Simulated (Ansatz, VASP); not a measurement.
# Si29C67 (amorphous Si0.3C0.7) in two plane-wave programs

Aim: how closely do two programs agree when they are given the same cell, functional and k mesh? The cell is taken from a series of runs on this material, whose earlier steps may have relaxed, scaled, displaced or heated it; both programs get it as it stands.

Main program and level: Ansatz 0.2.0; plane waves, with VASP 6.6.1 beside it; single point at RPBE.

## Step 1: Set-up

The cell holds 96 atoms: 29 Si and 67 C. Its edges and angles: a = 9.833 Å, b = 9.833 Å, c = 9.833 Å, α = 90.0°, β = 90.0°, γ = 90.0°. As first built, before any earlier steps moved the atoms (in the runner's words): 96 atoms (29 Si, 67 C) placed at random at 2.83 g/cm^3, melted at 4500 K for 10 ps at fixed volume with the Erhart-Albe potential (Erhart and Albe, Phys. Rev. B 71, 035211 (2005)). Quenched from 4500 K to 500 K at 50 K/ps and fixed volume, held 5 ps, then minimised at fixed cell.

## Step 2: VASP: single point, RPBE, pair 1

With cell and atoms fixed, the geometry can't cause a difference; cores, projectors, grids and the points listed under the comparison can.

Lines of VASP's logs that name or quote its potential files are left out, and so is its time.

File INCAR:

```
SYSTEM = Si29C67
PREC = Accurate
ENCUT = 600
EDIFF = 1E-06
NELM = 120
ISMEAR = 0
SIGMA = 0.025
LREAL = Auto
ALGO = Normal
GGA = RP
NBANDS = 264
LORBIT = 11
LWAVE = .FALSE.
LCHARG = .FALSE.
ISIF = 2
LASPH = .TRUE.
GGA_COMPAT = .FALSE.
NCORE = 2
```

File POSCAR:

```
Si29C67
1.0
    9.8331000000      0.0000000000      0.0000000000
    0.0000000000      9.8331000000      0.0000000000
    0.0000000000      0.0000000000      9.8331000000
Si C
29 67
Direct
    0.9501900000      0.7522100000      0.7569600000
    0.5155000000      0.2440100000      0.5139000000
    0.2790400000      0.4968900000      0.1816900000
    0.2549700000      0.0883100000      0.6287300000
    0.1629200000      0.8572900000      0.7020000000
    0.1018800000      0.3263400000      0.9894300000
    0.8067400000      0.9216900000      0.8581500000
    0.1532700000      0.7087500000      0.9902500000
    0.6883000000      0.8163200000      0.6000900000
    0.7117000000      0.2607700000      0.7401000000
    0.5299300000      0.3455800000      0.2823200000
    0.6481400000      0.0702100000      0.2544100000
    0.7549100000      0.2853000000      0.9803800000
    0.3600800000      0.1092200000      0.1467800000
    0.8585700000      0.4829600000      0.8780300000
    0.4568900000      0.3636300000      0.9484400000
    0.0109200000      0.4033100000      0.2997100000
    0.2745400000      0.4271300000      0.4833200000
    0.0948200000      0.0034200000      0.9741400000
    0.3505200000      0.8044500000      0.2176400000
    0.1204200000      0.6827800000      0.4448200000
    0.8727400000      0.0526200000      0.5925200000
    0.9701800000      0.2220600000      0.7287900000
    0.8720400000      0.5798100000      0.5777400000
    0.3075500000      0.3468500000      0.7713600000
    0.9308300000      0.1900600000      0.2249100000
    0.2951100000      0.6460400000      0.7322900000
    0.5907800000      0.6746200000      0.8751900000
    0.5544300000      0.0476000000      0.7386300000
    0.0934700000      0.8524300000      0.5163000000
[... 60 atom lines left out ...]
    0.3430800000      0.9007800000      0.9192500000
    0.5420000000      0.9594000000      0.0273600000
    0.6571400000      0.8730300000      0.0705500000
    0.7746000000      0.4185500000      0.4921600000
    0.5189800000      0.7005800000      0.2835300000
    0.5159400000      0.4837500000      0.6244800000
```

File KPOINTS:

```
Automatic mesh
0
Gamma
1 1 1
0 0 0
```

The projector-augmented-wave data sets are Si and C (PBE family, release 64).

Launch:

```sh
$ mpirun -np 8 vasp_gam
```

Numbers of over 12 decimals in the logs are rounded to 6 here.

What it wrote:

```text
[banner, memory and clock lines left out]
running    8 mpi-ranks, on    1 nodes
[...]
|                                                                             |
|               ----> ADVICE to this user running VASP <----                  |
|                                                                             |
|     You enforced a specific xc type in the INCAR file but a different       |
|     [... a line on the potential file left out ...]
|     I HOPE YOU KNOW WHAT YOU ARE DOING!                                     |
|                                                                             |

 LDA part: xc-table for (Slater+PW92), standard interpolation
 POSCAR, INCAR and KPOINTS ok, starting setup
[...]
entering main loop
       N       E                     dE             d eps       ncg     rms          rms(c)
DAV:   1     0.260394259896E+04    0.26039E+04   -0.22544E+05   528   0.158E+03
DAV:   2    -0.412577350521E+03   -0.30165E+04   -0.28220E+04   656   0.310E+02
DAV:   3    -0.706772454983E+03   -0.29420E+03   -0.28300E+03   648   0.902E+01
DAV:   4    -0.716412934819E+03   -0.96405E+01   -0.94947E+01   624   0.174E+01
[...]
DAV:  20    -0.661147395866E+03   -0.22517E-05   -0.49268E-06   608   0.457E-03    0.389E-03
DAV:  21    -0.661147396953E+03   -0.10874E-05   -0.12375E-06   376   0.245E-03    0.219E-03
DAV:  22    -0.661147397539E+03   -0.58572E-06   -0.60983E-07   344   0.158E-03
   1 F= -.66114740E+03 E0= -.66114517E+03  d E =-.444954E-02
```

OUTCAR, selected parts (step 2):

```text
  Total      -10.4442510     23.5850005     15.0729988      1.6240387     14.3519988     -7.0616307
  in kB      -17.6001560     39.7443231     25.4003019      2.7367529     24.1853070    -11.8999248
  external PRESSURE =      15.8481563 kB  Pullay stress =       0.0000000 kB

 POSITION                                       TOTAL-FORCE (eV/Angst)
 -----------------------------------------------------------------------------------
      9.34331      7.39656      7.44326         0.075669      1.027355     -0.052495
      5.06896      2.39937      5.05323         0.258941     -0.060973     -0.196999
      2.74383      4.88597      1.78658        -0.399217      0.639923     -0.622084
      2.50715      0.86836      6.18236        -0.505839     -0.821406      0.549980
      1.60201      8.42982      6.90284         0.554800      0.065407      1.282506
      1.00180      3.20893      9.72916        -0.544211     -0.721956     -0.772832
      7.93276      9.06307      8.43827         0.442162     -0.359075      1.252873
      1.50712      6.96921      9.73723        -0.235006      0.136742     -0.044104
      6.76812      8.02696      5.90074         0.680598      0.572971     -0.551895
      6.99822      2.56418      7.27748        -1.177436      1.669823     -0.663343
      5.21085      3.39812      2.77608         0.484387     -0.517758      1.692367
      6.37323      0.69038      2.50164         0.700734     -0.327001      0.302289
[...]
4.03196      3.73540      5.99062        -0.313741     -1.559136     -0.532717
[...]
-----------------------------------------------------------------------------------
    total drift:                                0.021696      0.014711     -0.012669

  FREE ENERGIE OF THE ION-ELECTRON SYSTEM (eV)
  ---------------------------------------------------
  free  energy   TOTEN  =      -661.1473975391 eV

  energy  without entropy=     -661.1429480014  energy(sigma->0) =     -661.14517277

[... 3 further parts left out ...]
[key lines of the parts left out:]
E-fermi :   7.8062
```

The run ends at a pressure of 1.58 GPa, with forces up to 3.8 eV/Å.

## Step 3: Ansatz: single point, RPBE, pair 1

Ansatz runs on its default PAW (the set named soft_2) files.

The same cell, functional, mesh and smearing now go to Ansatz, which takes its cutoff from its data sets.

File input.yaml:

```yaml
crystal:
  lattice:
    - [9.8331, 0.0, 0.0]
    - [0.0, 9.8331, 0.0]
    - [0.0, 0.0, 9.8331]
  atoms:
    - { symbol: Si, position: [0.95019, 0.75221, 0.75696] }
    - { symbol: Si, position: [0.5155, 0.24401, 0.5139] }
    - { symbol: Si, position: [0.27904, 0.49689, 0.18169] }
    - { symbol: Si, position: [0.25497, 0.08831, 0.62873] }
    - { symbol: Si, position: [0.16292, 0.85729, 0.702] }
    - { symbol: Si, position: [0.10188, 0.32634, 0.98943] }
    - { symbol: Si, position: [0.80674, 0.92169, 0.85815] }
    - { symbol: Si, position: [0.15327, 0.70875, 0.99025] }
    - { symbol: Si, position: [0.6883, 0.81632, 0.60009] }
    - { symbol: Si, position: [0.7117, 0.26077, 0.7401] }
    - { symbol: Si, position: [0.52993, 0.34558, 0.28232] }
    - { symbol: Si, position: [0.64814, 0.07021, 0.25441] }
    - { symbol: Si, position: [0.75491, 0.2853, 0.98038] }
    - { symbol: Si, position: [0.36008, 0.10922, 0.14678] }
    - { symbol: Si, position: [0.85857, 0.48296, 0.87803] }
    - { symbol: Si, position: [0.45689, 0.36363, 0.94844] }
    - { symbol: Si, position: [0.01092, 0.40331, 0.29971] }
    - { symbol: Si, position: [0.27454, 0.42713, 0.48332] }
    - { symbol: Si, position: [0.09482, 0.00342, 0.97414] }
    - { symbol: Si, position: [0.35052, 0.80445, 0.21764] }
    - { symbol: Si, position: [0.12042, 0.68278, 0.44482] }
    - { symbol: Si, position: [0.87274, 0.05262, 0.59252] }
    - { symbol: Si, position: [0.97018, 0.22206, 0.72879] }
    - { symbol: Si, position: [0.87204, 0.57981, 0.57774] }
    - { symbol: Si, position: [0.30755, 0.34685, 0.77136] }
    - { symbol: Si, position: [0.93083, 0.19006, 0.22491] }
    - { symbol: Si, position: [0.29511, 0.64604, 0.73229] }
    - { symbol: Si, position: [0.59078, 0.67462, 0.87519] }
    - { symbol: Si, position: [0.55443, 0.0476, 0.73863] }
    - { symbol: C, position: [0.09347, 0.85243, 0.5163] }
[... 60 atom lines left out ...]
    - { symbol: C, position: [0.34308, 0.90078, 0.91925] }
    - { symbol: C, position: [0.542, 0.9594, 0.02736] }
    - { symbol: C, position: [0.65714, 0.87303, 0.07055] }
    - { symbol: C, position: [0.7746, 0.41855, 0.49216] }
    - { symbol: C, position: [0.51898, 0.70058, 0.28353] }
    - { symbol: C, position: [0.51594, 0.48375, 0.62448] }
kpoints:
  mp_grid: { grid: [1, 1, 1] }
hamiltonian:
  xc: rpbe
scf:
  occupations: { method: gaussian, width: 0.025 }
output:
  forces: true
  stress: true
```

Launch:

```sh
$ ansatz run input.yaml --threads 4 --pin off --max-ram 15872MiB --backend cpu --events-out ev --progress --plain --runs-dir out
```

What it wrote:

```text
Engine: ansatz 0.2.0, x86_64-unknown-linux-gnu
Pseudopotentials: kind: paw
Pseudopotential: Si, paw, valence charge 4, recommended cutoff 420 eV (normal), Si.paw.azcp
Pseudopotential: C, paw, valence charge 4, recommended cutoff 420 eV (normal), C.paw.azcp
Functional definition: RPBE
  parameter kappa = 0.804
  parameter beta = 0.066725
  exchange = rpbe_x(kappa = kappa, mu = beta*pi^2/3)
  correlation = pbe_c(beta = beta)
Crystal: 96 atoms, lattice volume = 950.761 Å³
Basis set: ecut = 420 eV, 18613 PW (Γ), exchange–correlation on 144×144×144 points (8 copies of the dense FFT grid, shifted against one another)
Bands: 288, of which v1, the nominal top of the filled ones, is band 192 counted from 1 (191 counted from 0)
Symmetry: 1 space group operations
Space group: P1 (ITA 1), of the structure as read, at distance tolerance 9.8e-5 Å
k-points: 1
Non-local potential: Si, projectors of the file, l = 0: 2, l = 1: 2, l = 2: 2
Non-local potential: C, projectors of the file, l = 0: 2, l = 1: 2, l = 2: 1
PAW form: soft (Blöchl's): semilocal exchange-correlation on the pseudo side does not see the compensation charge
PAW frozen core: Si, regenerated for the run's functional, and the local potential with it (the file was generated under x = pbe(κ = 0.804, μ = 0.219515), c = pbe(β = 0.066725))
PAW frozen core: C, regenerated for the run's functional, and the local potential with it (the file was generated under x = pbe(κ = 0.804, μ = 0.219515), c = pbe(β = 0.066725))
PAW one-centre angular grid: Si, 110 points (default); XC on 64 Gauss nodes
PAW one-centre angular grid: C, 110 points (default); XC on 64 Gauss nodes
Initial density: superposition of atomic densities (neutral atoms: chi_scale 0, normalization atom), corrected by the library's trained network
Initial wavefunctions: pseudopotential atomic-orbital guess
Functional: x = rpbe, c = pbe(β = 0.066725)
SCF iter   1: F=—  HF=-35349.497968 eV  |F-HF|=—  |Δ(HF+E_count)|=         —  Δρ=1.24e-2  dr2=2.32e0  ethr=1.77e-3  ⟨swp⟩=6.0  Hψ=1323  notcnv=0  defer=28
preconditioner: auto → Resta (q_TF=auto, 2.346 Å⁻¹)  ε∞=5.1  [insulator: Δε(μ)=0.129 eV  Ē_g=11.683 eV  σ=0.025 eV  W_gap=1.00  n_scr=202 (ndim 8)  ℏωp=23.6 eV  f_vac=0.000  D(μ)=0.12/eV (n_scr^D=0)  ε∞_Penn≈5.1]
SCF iter   2: F=—  HF=-35349.231779 eV  |F-HF|=—  |Δ(HF+E_count)|=   2.66e-1  Δρ=5.89e-3  dr2=4.35e-1  ethr=6.05e-4  ⟨swp⟩=1.0  Hψ=332  notcnv=0  defer=55
SCF iter   3: F=—  HF=-35349.171813 eV  |F-HF|=—  |Δ(HF+E_count)|=   6.00e-2  Δρ=1.36e-3  dr2=1.91e-2  ethr=1.13e-4  ⟨swp⟩=3.0  Hψ=370  notcnv=0  defer=24
automatic band count: iteration 3 solves 222 bands in place of 288: the levels show a gap, and the empty bands left out lie too high to hold charge; the band table lists the bands solved (type scf.n_extra_bands for more)
SCF iter   4: F=—  HF=-35349.172455 eV  |F-HF|=—  |Δ(HF+E_count)|=   6.41e-4  Δρ=4.25e-4  dr2=2.65e-3  ethr=4.96e-6  ⟨swp⟩=3.0  Hψ=424  notcnv=0  defer=24
SCF iter   5: F=—  HF=-35349.172794 eV  |F-HF|=—  |Δ(HF+E_count)|=   3.39e-4  Δρ=1.56e-4  dr2=4.65e-4  ethr=6.89e-7  ⟨swp⟩=3.0  Hψ=390  notcnv=0  defer=24
SCF iter   6: F=—  HF=-35349.172920 eV  |F-HF|=—  |Δ(HF+E_count)|=   1.27e-4  Δρ=4.46e-5  dr2=3.17e-5  ethr=1.21e-7  ⟨swp⟩=2.0  Hψ=234  notcnv=0  defer=24
SCF iter   7: F=—  HF=-35349.173951 eV  |F-HF|=—  |Δ(HF+E_count)|=   1.03e-3  Δρ=1.46e-5  dr2=3.49e-6  ethr=8.27e-9  ⟨swp⟩=2.0  Hψ=371  notcnv=0  defer=24
SCF iter   8: F=—  HF=-35349.173954 eV  |F-HF|=—  |Δ(HF+E_count)|=   3.02e-6  Δρ=4.37e-6  dr2=3.47e-7  ethr=9.10e-10  ⟨swp⟩=2.0  Hψ=379  notcnv=0  defer=24
SCF iter   9: F=-35349.173954 eV  HF=-35349.173954 eV  |F-HF|=2.03e-9  |Δ(HF+E_count)|=   3.05e-7  Δρ=1.49e-6  dr2=4.41e-8  ethr=2.60e-11  ⟨swp⟩=4.0  Hψ=770  notcnv=0
SCF 1 converged in 9 iterations: F = -35349.173954 eV  dr2 = 4.41e-8
  greatest PAW one-centre occupation: 0.682 electrons in one spin orbital (limit 2), on the C atom at site 58 (counted from 0), in its partial waves of l = 0
SCF converged after 9 iterations
Free energy (F): -35349.173954 eV
Harris-Foulkes:  -35349.173954 eV  (|F-HF|=2.03e-9)
Internal energy: -35349.169594 eV  (E = F + TS)
E sigma→0 (E₀):  -35349.171774 eV
Entropy (-TS):   -0.004361 eV (-0.045 meV/atom)
Fermi energy:    9.494529 eV
--- Per-component energies (eV) ---
  E_band       = 687.387104
  E_kinetic    = 7205.132033
  E_local      = -9363.759861  (includes V_loc(G=0)·N_el)
  E_nonlocal   = 2482.667912
  E_hartree    = 3088.365842
  E_xc         = -4835.332175
  E_vxc        = -5356.239344  (∫ρ·V_xc dr)
  E_paw        = -21659.810302  (= ΣΔE_a)
  E_vpaw       = -457.143774  (= ΣTr[D̂ρ^β])
  E_aug_tail   = 0.000614  (compensation charges beyond the density's cutoff)
  E_ewald      = -12264.745579
  E_core_change = -1.688078  (= ΣΔE_core)
  E_smearing   = -0.004361  (= −TS)
  E_closure    = 0.000000  (closes the sum)
  Σ components = -35349.173954   (vs F -35349.173954, Δ=0.00e0)
--- Forces (eV/Å), atoms counted from 1 ---
  atom   1  Si     0.07245813     1.02083450    -0.06376430
  atom   2  Si     0.25931799    -0.07045341    -0.20831041
  atom   3  Si    -0.40071103     0.64463919    -0.62294681
  atom   4  Si    -0.50940811    -0.82926539     0.54436884
  atom   5  Si     0.56049899     0.07428999     1.28912514
  atom   6  Si    -0.55211117    -0.73024291    -0.77765392
  atom   7  Si     0.44683198    -0.34844306     1.26759708
  atom   8  Si    -0.23705813     0.13307440    -0.02931327
  atom   9  Si     0.67526990     0.55841298    -0.55960233
  atom  10  Si    -1.17535679     1.67490950    -0.67315199
  atom  11  Si     0.47930738    -0.51218748     1.69056027
  atom  12  Si     0.69419390    -0.32562841     0.29451030
  atom  13  Si     0.87169131    -0.29117508    -0.22713847
  atom  14  Si    -1.17010162    -0.23352505     0.00250037
  atom  15  Si     1.44912782    -0.13154391     0.86869672
  atom  16  Si    -0.02824912    -0.30959672    -0.78656414
  atom  17  Si    -0.31293477     1.25190265    -0.42466720
  atom  18  Si    -0.61869575    -0.01035403     0.37901755
  atom  19  Si    -1.21849885     0.41117910     0.68624382
  atom  20  Si     0.16240874    -0.01797687     0.22164894
  atom  21  Si    -0.58199150    -0.56660211     0.41371472
  atom  22  Si     0.67571107    -1.83629426     0.18882509
  atom  23  Si     0.34755135     0.30442612    -0.12745716
  atom  24  Si    -0.38080823     0.52178753    -0.41536449
[...]
atom  89  C     -0.01369342     0.00040362    -0.53650045
  atom  90  C     -0.27891498     0.24287324    -0.85506035
  atom  91  C     -0.02340543    -0.12729751     0.49895659
  atom  92  C      0.46331146     0.27412608     0.14381459
  atom  93  C     -0.50582327    -1.14842089    -1.32124634
  atom  94  C      1.09500581     0.05342231    -1.09704287
  atom  95  C     -1.28852030    -0.23620566     0.90285917
  atom  96  C      1.10973958     0.21576652    -0.22123820
  max |Σ_I F_I| component: 8.98e-5 eV/Å
--- Stress (GPa, compression-positive) ---
       -1.429352       0.250882      -1.178593
        0.250882       4.287577       2.399287
       -1.178594       2.399287       2.872724
  P = ⅓ Tr σ = 1.9103 GPa (19.103 kbar)
```

The run ends at a pressure of 1.91 GPa, with forces up to 3.8 eV/Å.

## Step 4: Side by side

Known differences besides the potentials themselves: the cutoff is 420 eV in Ansatz and 600 eV in VASP (PREC = Accurate, projectors in real space); Ansatz makes its cores anew for this functional, VASP keeps those of its PBE data sets. Total energies have different zeros and are not compared.

Compared:

| quantity | Ansatz | VASP | difference |
| --- | --- | --- | --- |
| pressure (GPa) | 1.91 | 1.58 | +0.33 |
| gap on the k mesh (eV) | 0.068 | 0.068 | 0.000 |

Forces on 10 of the 96 atoms, those with the largest forces and the largest differences (eV/Å; atoms numbered as in POSCAR):

| atom | Ansatz x, y, z | VASP x, y, z |
| --- | --- | --- |
| C30 | -0.867, 0.930, -2.558 | -0.842, 0.893, -2.529 |
| C32 | 0.757, 2.122, -2.108 | 0.755, 2.109, -2.106 |
| C37 | -1.935, 0.877, 2.098 | -1.933, 0.834, 2.077 |
| C44 | -0.411, -0.679, -2.202 | -0.382, -0.722, -2.167 |
| C52 | 1.065, -1.065, 2.155 | 1.061, -1.060, 2.153 |
| C59 | 1.355, 2.529, 2.445 | 1.333, 2.531, 2.437 |
| C62 | -0.075, 0.090, -1.917 | -0.058, 0.134, -1.868 |
| C75 | 0.712, 0.548, 1.883 | 0.710, 0.532, 1.820 |
| C78 | 0.573, -0.027, 2.571 | 0.580, -0.020, 2.582 |
| C88 | -0.811, -1.918, -1.636 | -0.784, -1.925, -1.595 |

The forces differ by 20 meV/Å r.m.s., which is 2.2 % of the r.m.s. force of 0.924 eV/Å (both taken over all components). A gap on the mesh is an upper bound, since the band edges may lie between its points.

[end of part 1 of 2]

[Lines on the potential files, build, host, timing and source positions are cut from VASP's logs without a mark.]

[Logs are printed without paths, hosts, clocks, repeated set-up lines and the standing remarks that a program may print on its own settings, such as how far it seeks lower states.]

[Hosts, paths, dates, database ids (printed as entryN), source tags and the programs' standing remarks are cut or masked in the printed files.]
